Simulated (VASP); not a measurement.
Output of a VASP run:

OSZICAR:
```
       N       E                     dE             d eps       ncg     rms          rms(c)
DAV:   1     0.199968496778E+03    0.19997E+03   -0.87619E+03  2026   0.128E+03
DAV:   2     0.164349810499E+02   -0.18353E+03   -0.17742E+03  2138   0.364E+02
DAV:   3    -0.939635425519E+01   -0.25831E+02   -0.25111E+02  2390   0.136E+02
DAV:   4    -0.105398121732E+02   -0.11435E+01   -0.11203E+01  2276   0.305E+01
DAV:   5    -0.105700397772E+02   -0.30228E-01   -0.30181E-01  2846   0.484E+00    0.504E+00
DAV:   6    -0.104086341674E+02    0.16141E+00   -0.28296E-01  2656   0.620E+00    0.311E+00
DAV:   7    -0.104015296837E+02    0.71045E-02   -0.67296E-02  2286   0.153E+00    0.133E+00
DAV:   8    -0.104007431056E+02    0.78658E-03   -0.34710E-03  2448   0.751E-01    0.618E-01
DAV:   9    -0.104009926382E+02   -0.24953E-03   -0.53957E-04  2344   0.207E-01    0.623E-02
DAV:  10    -0.104010877952E+02   -0.95157E-04   -0.19302E-04  2474   0.215E-01    0.335E-02
DAV:  11    -0.104011468376E+02   -0.59042E-04   -0.77807E-05  2086   0.573E-02    0.628E-03
DAV:  12    -0.104011531388E+02   -0.63012E-05   -0.12986E-05  2360   0.413E-02    0.419E-03
DAV:  13    -0.104011534271E+02   -0.28829E-06   -0.48984E-07  1434   0.616E-03
   1 F= -.10401153E+02 E0= -.10351239E+02  d E =-.998282E-01  mag=     0.0000    -0.0000     0.0000
```

OUTCAR:
```
------------------------ aborting loop because EDIFF is reached ----------------------------------------
  FORCE on cell =-STRESS in cart. coord.  units (eV):
  Direction    XX          YY          ZZ          XY          YZ          ZX
  --------------------------------------------------------------------------------------
  Total        4.6074803      4.6074803      4.6074803      0.0000000     -0.0000000     -0.0000000
  in kB      105.4216914    105.4216914    105.4216914      0.0000000     -0.0000000     -0.0000000
  external PRESSURE =     105.4216914 kB  Pullay stress =       0.0000000 kB
  volume of cell :       70.02
      direct lattice vectors                 reciprocal lattice vectors
     0.000000000  3.271433000  3.271433000    -0.152838221  0.152838221  0.152838221
     3.271433000  0.000000000  3.271433000     0.152838221 -0.152838221  0.152838221
     3.271433000  3.271433000  0.000000000     0.152838221  0.152838221 -0.152838221
 POSITION                                       TOTAL-FORCE (eV/Angst)
 -----------------------------------------------------------------------------------
      0.00000      0.00000      0.00000         0.000000      0.000000     -0.000000
      1.63572      1.63572      1.63572         0.000000      0.000000      0.000000
      4.90715      4.90715      4.90715        -0.000000     -0.000000     -0.000000
 -----------------------------------------------------------------------------------
    total drift:                               -0.000000      0.000000      0.000000
  FREE ENERGIE OF THE ION-ELECTRON SYSTEM (eV)
  ---------------------------------------------------
  free  energy   TOTEN  =       -10.4011534271 eV

  energy  without entropy=      -10.3013252068  energy(sigma->0) =      -10.35123932

 total charge

# of ion       s       p       d       tot
------------------------------------------
    1        1.230   0.861  10.070  12.161
    2        1.505   2.259   0.040   3.804
    3        1.505   2.259   0.040   3.804
--------------------------------------------------
tot          4.241   5.378  10.150  19.769

 magnetization (x)

# of ion       s       p       d       tot
------------------------------------------
    1        0.000   0.000   0.000   0.000
    2       -0.000  -0.000   0.000  -0.000
    3       -0.000  -0.000   0.000  -0.000
--------------------------------------------------
tot         -0.000  -0.000   0.000  -0.000

 magnetization (y)

# of ion       s       p       d       tot
------------------------------------------
    1        0.000   0.000   0.000   0.000
    2        0.000   0.000   0.000   0.000
    3        0.000   0.000   0.000   0.000
--------------------------------------------------
tot          0.000   0.000   0.000   0.000

 magnetization (z)

# of ion       s       p       d       tot
------------------------------------------
    1       -0.000   0.000   0.000  -0.000
    2       -0.000   0.000   0.000   0.000
    3       -0.000   0.000   0.000   0.000
--------------------------------------------------
tot         -0.000   0.000   0.000   0.000

 Ion:    1  E_soc:     -0.0842235

 Ion:    2  E_soc:     -0.0599338

 Ion:    3  E_soc:     -0.0599338
```
(Selected blocks of OUTCAR.)

**POSCAR**
```
SnSe2
1
    0.0000000000     3.2714330000     3.2714330000
    3.2714330000     0.0000000000     3.2714330000
    3.2714330000     3.2714330000     0.0000000000
Sn Se
1 2
Direct
  0.0000000000   0.0000000000   0.0000000000
  0.2500000000   0.2500000000   0.2500000000
  0.7500000000   0.7500000000   0.7500000000
```

Question: Reconstruct the remaining input files.

Answer: One answer among several that fit: the input of the run itself, PBE GGA with spin-orbit coupling, plane waves, VASP's PBE PAW potentials (set 64).

KPOINTS:
```
Automatic mesh
0
gamma
  8 8 8
```

**INCAR**
```
! general
SYSTEM       =SnSe2
PREC         =Accurate
ENCUT        =300
LREAL        =.FALSE.   ! projection in real space or not
LASPH        =.TRUE.   ! aspherical one-centre terms

! electronic loop
EDIFF        =1E-6
NELM         =100   ! most electronic steps
ALGO         =Normal   ! blocked Davidson
LMAXMIX      =4

! smearing
ISMEAR       =0
SIGMA        =0.272   ! width (eV)

! functional
GGA          =PE
GGA_COMPAT   =.FALSE.

! spin
MAGMOM       =9*0.0
LSORBIT      =.TRUE.
LNONCOLLINEAR=.TRUE.

! ions
ISIF         =2   ! forces and stress, cell fixed

! output
LWAVE        =.FALSE.
LCHARG       =.FALSE.
LORBIT       =11
```

POTCAR, in this order: Sn_d Se (PBE.64 set). Program: vasp_ncl.

At this cut-off the stress carries a Pulay error, which pulls relaxed volumes low.

The structure was generated: SnSe2 was put into an ordered model structure, which need not be its known phase. The cell was not relaxed at this level. The run is one of a series of settings (GGA_COMPAT = .FALSE., LNONCOLLINEAR = .TRUE., LSORBIT = .TRUE., MAGMOM = 0.0 0.0 0.0 0.0 0.0 0.0 0.0 0.0 0.0, program vasp_ncl against the base run), some of them coarse on purpose.
